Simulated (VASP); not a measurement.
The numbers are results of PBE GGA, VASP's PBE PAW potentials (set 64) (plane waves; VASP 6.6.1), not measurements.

VASP input:

KPOINTS:
```
K-points
0
gamma
 7 7 7
0 0 0
```

POSCAR:
```
NaI
6.470
  0.0000000000   0.5000000000   0.5000000000
  0.5000000000   0.0000000000   0.5000000000
  0.5000000000   0.5000000000   0.0000000000
Na I
1 1
direct
  0.0000000000   0.0000000000   0.0000000000
  0.5000000000   0.5000000000   0.5000000000
```

**INCAR**
```
# general
SYSTEM   =  NaI
PREC     =  Accurate
ENCUT    =  400
LREAL    =  .False.
LASPH    =  .True.

# electronic loop
EDIFF    =  1E-6
NELM     =  100
ALGO     =  Normal
IMIX     =  4
AMIX     =  1.0
BMIX     =  1.0
LMAXMIX  =  4

# smearing
ISMEAR   =  0
SIGMA    =  0.05

# functional
GGA      =  PE

# ions
ISIF     =  2

# output
LWAVE    =  .False.
LCHARG   =  .False.
```

POTCAR, in this order: Na_pv I (PBE.64 set). Program: vasp_std.

Unless said otherwise, spin-orbit coupling is left out, though it shifts the bands of the heavy elements here.

**Question.** What does the run give for the energy per atom (σ→0), band gap (on the k-mesh)?

**Answer.** 
```json
{
 "energy per atom (σ→0)": "-2.692 eV/atom",
 "band gap (on the k-mesh)": "3.64 eV"
}
```

File OSZICAR:
```
...
DAV:   4    -0.544785370833E+01   -0.16032E+00   -0.16020E+00   541   0.117E+01
DAV:   5    -0.545227557444E+01   -0.44219E-02   -0.44216E-02   517   0.190E+00    0.165E+00
DAV:   6    -0.538995529715E+01    0.62320E-01   -0.48721E-01   497   0.441E+00    0.126E+00
DAV:   7    -0.538418093608E+01    0.57744E-02   -0.40096E-02   470   0.136E+00    0.758E-01
DAV:   8    -0.538455674535E+01   -0.37581E-03   -0.16297E-03   503   0.337E-01    0.133E-01
DAV:   9    -0.538458688385E+01   -0.30138E-04   -0.97531E-05   506   0.981E-02    0.609E-02
DAV:  10    -0.538458668326E+01    0.20059E-06   -0.68357E-06   491   0.199E-02
   1 F= -.53845867E+01 E0= -.53845867E+01  d E =-.735052E-15
```

The compound is NaI in the rock salt structure. The cell was not relaxed at this level. The run is one of a series of settings (AMIX = 1.0, BMIX = 1.0, IMIX = 4 against the base run), some of them coarse on purpose.
